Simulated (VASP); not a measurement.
An input for Quantum ESPRESSO's pw.x (written as the equivalent of a VASP run, and not itself run):

```
&CONTROL
  calculation = 'vc-relax'
  pseudo_dir = './pseudo'
  outdir = './out'
  tprnfor = .true.
  tstress = .true.
  nstep = 60
  forc_conv_thr = 0.00078
/
&SYSTEM
  ibrav = 0
  nat = 3
  ntyp = 1
  ecutwfc = 82.3
  occupations = 'smearing'
  smearing = 'gaussian'
  degauss = 0.003675
  input_dft = 'vdw-df-obk8'
/
&ELECTRONS
  conv_thr = 7.3e-08
  electron_maxstep = 100
/
&IONS
/
&CELL
/
ATOMIC_SPECIES
  Te 127.600 Te.upf
CELL_PARAMETERS angstrom
     2.2296994   -3.8619523   -0.0000000
     2.2296994    3.8619523    0.0000000
     0.0000000   -0.0000000    6.0352628
ATOMIC_POSITIONS crystal
  Te   0.0000000  0.2733951  0.6666670
  Te   0.7266049  0.7266049  1.0000000
  Te   0.2733951  0.0000000  0.3333330
K_POINTS automatic
  5 5 4 0 0 0
```

Task: Translate this input to VASP (INCAR, KPOINTS, POSCAR, choice of POTCAR).

Result: One answer among several that fit: 
**INCAR**
```
SYSTEM = Te
PREC = Accurate
ENCUT = 520
EDIFF = 1E-6
NELM = 100
ALGO = Normal
LREAL = .FALSE.
LASPH = .TRUE.
ISMEAR = 0
SIGMA = 0.05
GGA = BO
PARAM1 = 0.1833333333
PARAM2 = 0.22
LUSE_VDW = .TRUE.
AGGAC = 0.0
LMAXMIX = 4
LWAVE = .FALSE.
LCHARG = .FALSE.
IBRION = 2
ISIF = 3
NSW = 60
EDIFFG = -0.02
```

**KPOINTS**
```
Regular mesh
0
G
5 5 4
0 0 0
```

### POSCAR
```
Te
1
    2.2296993553    -3.8619522686    -0.0000000000
    2.2296993553     3.8619522686     0.0000000000
    0.0000000000    -0.0000000000     6.0352627942
Te
3
Direct
  0.0000000000   0.2733950663   0.6666670000
  0.7266049337   0.7266049337   1.0000000000
  0.2733950663   0.0000000000   0.3333330000
```

POTCAR, in this order: Te (PBE.64 set). Program: vasp_std.

What does not carry over: the potentials are each code's own (VASP's PAW set, PseudoDojo norm-conserving files in pw.x), so ENCUT and ecutwfc are chosen apart and not converted; conv_thr bounds pw.x's estimated SCF error, while EDIFF bounds the energy change between steps; forc_conv_thr acts on force components and is met together with etot_conv_thr.

The compound is Te in the trig structure. This run relaxes it. Symmetry was kept, so distortions that lower it aren't found. The start is the result of an earlier pass.
